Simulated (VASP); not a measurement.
OSZICAR of a VASP run on CeO₂ (fluorite):

### OSZICAR
```
       N       E                     dE             d eps       ncg     rms          rms(c)
DAV:   1     0.229587312107E+03    0.22959E+03   -0.11401E+04   648   0.193E+03
DAV:   2     0.571588213330E+01   -0.22387E+03   -0.21303E+03  1008   0.306E+02
DAV:   3    -0.302907969883E+02   -0.36007E+02   -0.32342E+02   816   0.147E+02
DAV:   4    -0.317741279815E+02   -0.14833E+01   -0.14831E+01   960   0.322E+01
DAV:   5    -0.318437833497E+02   -0.69655E-01   -0.69652E-01  1152   0.621E+00    0.262E+01
DAV:   6    -0.310192172805E+02    0.82457E+00   -0.11101E+02   976   0.585E+01    0.346E+01
DAV:   7    -0.285208368356E+02    0.24984E+01   -0.25386E+02  1088   0.136E+02    0.186E+01
DAV:   8    -0.279767668623E+02    0.54407E+00   -0.47102E+00   792   0.229E+01    0.134E+01
DAV:   9    -0.263927830036E+02    0.15840E+01   -0.63592E+00   952   0.206E+01    0.266E+00
DAV:  10    -0.263088821519E+02    0.83901E-01   -0.26612E-01  1104   0.482E+00    0.195E+00
DAV:  11    -0.262586097098E+02    0.50272E-01   -0.67177E-02   976   0.249E+00    0.155E+00
DAV:  12    -0.261963895346E+02    0.62220E-01   -0.30606E-01  1000   0.534E+00    0.504E-01
DAV:  13    -0.262015059072E+02   -0.51164E-02   -0.86960E-02  1040   0.256E+00    0.940E-01
DAV:  14    -0.261984451385E+02    0.30608E-02   -0.10520E-01  1000   0.283E+00    0.412E-01
DAV:  15    -0.261975733265E+02    0.87181E-03   -0.33839E-02   960   0.165E+00    0.278E-01
DAV:  16    -0.261970005368E+02    0.57279E-03   -0.44335E-03   896   0.632E-01    0.289E-02
DAV:  17    -0.261970865658E+02   -0.86029E-04   -0.44058E-04   976   0.200E-01    0.769E-02
DAV:  18    -0.261970293583E+02    0.57208E-04   -0.16005E-04   912   0.123E-01    0.385E-02
DAV:  19    -0.261970156074E+02    0.13751E-04   -0.53063E-05  1000   0.646E-02    0.134E-02
DAV:  20    -0.261970125979E+02    0.30095E-05   -0.17917E-05   992   0.375E-02    0.121E-03
DAV:  21    -0.261970124475E+02    0.15038E-06   -0.11953E-06   944   0.997E-03    0.254E-03
DAV:  22    -0.261970123345E+02    0.11298E-06   -0.85629E-08   480   0.242E-03    0.147E-03
DAV:  23    -0.261970123479E+02   -0.13344E-07   -0.23721E-07   680   0.384E-03
   1 F= -.26893189E+02 E0= -.26893189E+02  d E =-.350770E-11
```

Problem. Which electronic solver shows in the log?

Solution. It is blocked Davidson (ALGO = Normal, or the opening steps of other solvers). The INCAR had ALGO = Normal.

Problem. How was spin treated?

Solution. Without spin polarisation: there is no mag entry.

Problem. Can the final energy be trusted as converged?

Solution. Self-consistency was reached. It stopped with EDIFF = 1E-7, NELM = 100 (PBE GGA with D3 dispersion (Becke-Johnson damping), plane waves, VASP's PBE PAW potentials (set 64)).

The compound is CeO2 in the fluorite structure. This cell is one point of a volume scan, at 1.06 of the reference volume. The run is not spin-polarised, so no magnetic state was tried.
